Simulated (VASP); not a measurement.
VASP input:

POSCAR:
```
GdN
1
    0.0000000000     2.5398000000     2.5398000000
    2.5398000000     0.0000000000     2.5398000000
    2.5398000000     2.5398000000     0.0000000000
Gd N
1 1
Direct
  0.0000000000   0.0000000000   0.0000000000
  0.5000000000   0.5000000000   0.5000000000
```

INCAR:
```
SYSTEM = GdN
PREC = Accurate
ENCUT = 520
EDIFF = 1E-6
NELM = 4
ALGO = Normal
LREAL = .FALSE.
LASPH = .TRUE.
ISMEAR = 0
SIGMA = 0.05
GGA = PE
LMAXMIX = 6
LWAVE = .FALSE.
LCHARG = .FALSE.
ISIF = 2
```

KPOINTS:
```
Automatic mesh
0
Gamma
7 7 7
0 0 0
```

POTCAR, in this order: Gd_3 N (PBE.64 set). Program: vasp_std.

The resulting files:

**standard output**
```
 POSCAR found type information on POSCAR GdN
 POSCAR found :  2 types and       2 ions
 Reading from existing POTCAR
 Reading from existing POTCAR
 LDA part: xc-table for (Slater+PW92), standard interpolation
 POSCAR, INCAR and KPOINTS ok, starting setup
 WAVECAR not read
 entering main loop
       N       E                     dE             d eps       ncg     rms          rms(c)
DAV:   1     0.415200122985E+02    0.41520E+02   -0.68687E+03   440   0.117E+03
DAV:   2    -0.153131687867E+02   -0.56833E+02   -0.53439E+02   566   0.236E+02
DAV:   3    -0.183862641359E+02   -0.30731E+01   -0.30438E+01   594   0.432E+01
DAV:   4    -0.184349203343E+02   -0.48656E-01   -0.48549E-01   545   0.507E+00

 -----------------------------------------------------------------------------
|                                                                             |
|           W    W    AA    RRRRR   N    N  II  N    N   GGGG   !!!           |
|           W    W   A  A   R    R  NN   N  II  NN   N  G    G  !!!           |
|           W    W  A    A  R    R  N N  N  II  N N  N  G       !!!           |
|           W WW W  AAAAAA  RRRRR   N  N N  II  N  N N  G  GGG   !            |
|           WW  WW  A    A  R   R   N   NN  II  N   NN  G    G                |
|           W    W  A    A  R    R  N    N  II  N    N   GGGG   !!!           |
|                                                                             |
|     The electronic self-consistency was not achieved in the given           |
|     number of steps (NELM). The forces and other quantities evaluated       |
|     might not be reliable so examine the results carefully. If you find     |
|     spurious results, we suggest increasing NELM, if you were close to      |
|     convergence or switching to a different ALGO or adjusting the           |
|     density mixing parameters otherwise.                                    |
|                                                                             |
 -----------------------------------------------------------------------------

   1 F= -.18434920E+02 E0= -.18434920E+02  d E =-.584980E-15
```

**OUTCAR**
```
------------------------ aborting loop EDIFF was not reached (unconverged)  ----------------------------
  FORCE on cell =-STRESS in cart. coord.  units (eV):
  Direction    XX          YY          ZZ          XY          YZ          ZX
  --------------------------------------------------------------------------------------
  Total       15.6045544     15.6045544     15.6045544      0.0000000     -0.0000000      0.0000000
  in kB      763.0155714    763.0155714    763.0155714      0.0000000     -0.0000000      0.0000000
  external PRESSURE =     763.0155714 kB  Pullay stress =       0.0000000 kB
  volume of cell :       32.77
      direct lattice vectors                 reciprocal lattice vectors
     0.000000000  2.539800000  2.539800000    -0.196865895  0.196865895  0.196865895
     2.539800000  0.000000000  2.539800000     0.196865895 -0.196865895  0.196865895
     2.539800000  2.539800000  0.000000000     0.196865895  0.196865895 -0.196865895
 POSITION                                       TOTAL-FORCE (eV/Angst)
 -----------------------------------------------------------------------------------
      0.00000      0.00000      0.00000        -0.000000     -0.000000     -0.000000
      2.53980      2.53980      2.53980         0.000000      0.000000      0.000000
 -----------------------------------------------------------------------------------
    total drift:                                0.000000      0.000000      0.000000
  FREE ENERGIE OF THE ION-ELECTRON SYSTEM (eV)
  ---------------------------------------------------
  free  energy   TOTEN  =       -18.4349203343 eV

  energy  without entropy=      -18.4349203343  energy(sigma->0) =      -18.43492033
```
(Selected blocks of OUTCAR.)

Q: Read the log: what went wrong, and how is it fixed?

A: The cause: NELM is too small, so the electronic loop ends before EDIFF is met. Convergence was not reached. Against the sound run, the energy per atom (σ→0) falls by 1.162 eV/atom; the pressure rises by 84.30 GPa; the band gap increases by 2.79 eV. To mend it, set NELM = 100.

The mended run (PBE GGA, plane waves, VASP's PBE PAW potentials (set 64)) converges, and its OSZICAR ends with
```
   1 F= -.16111116E+02 E0= -.16111098E+02  d E =-.343626E-04
```

The compound is GdN in the rock salt structure. The cell was not relaxed at this level. The 4f electrons are frozen in the core of the lanthanide potential, so 4f levels, which can set the real gap, and their magnetism are missing.
